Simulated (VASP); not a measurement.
Here is a VASP 6.6.1 calculation.

File INCAR:

```
SYSTEM = AlN
  ALGO = Normal
  EDIFF = 1E-7
  ENCUT = 520
  GGA = PE
  ISIF = 2
  ISMEAR = 0
  LASPH = .True.
  LCHARG = .False.
  LREAL = .False.
  LWAVE = .False.
  NBANDS = 16
  NELM = 100
  PREC = Accurate
  SIGMA = 0.02
```

KPOINTS

```
k-points
0
Gamma
  9 9 6
  0 0 0
```

The input POSCAR:

```
AlN
1.0
    3.1302455680      0.0000000000      0.0000000000
   -1.5651227840      2.7108721819      0.0000000000
    0.0000000000      0.0000000000      5.0179604227
Al N
2 2
Direct
    0.3333333333      0.6666666667     -0.0007713538
    0.6666666667      0.3333333333      0.4992286462
    0.3333333333      0.6666666667      0.3807713538
    0.6666666667      0.3333333333      0.8807713538
```

Potentials or basis: VASP PAW PBE potentials, release 64 (Al, N).

Command:

```console
$ cat potpaw_PBE.64/Al/POTCAR potpaw_PBE.64/N/POTCAR > POTCAR
$ mpirun -np 1 vasp_std > vasp.out
```

What does it give for the band gap on the k mesh?

4.04 eV, direct.

What does it give for the pressure?

-0.3 GPa.

**The experiment to reproduce.**

From “Self-assembly of well-separated AlN nanowires directly on sputtered metallic TiN films”, 2019, arxiv:1910.07391, for a bulk crystal of AlN at 10 K: band gap 6.034 eV (an exciton energy, a little under the gap).

A measured gap of AlN is 6.034 eV (an exciton energy, a little under the gap; 10 K; quoted in “Self-assembly of well-separated AlN nanowires directly on sputtered metallic TiN films”, 2019, arxiv:1910.07391); the calculated 4.04 eV misses it by -1.99 eV. 2 values of this kind are on record (6.034 to 6.0343 eV); this one was drawn at random. The value is that of PBE, without temperature or zero-point motion. Semilocal functionals fall short of measured gaps as a rule.
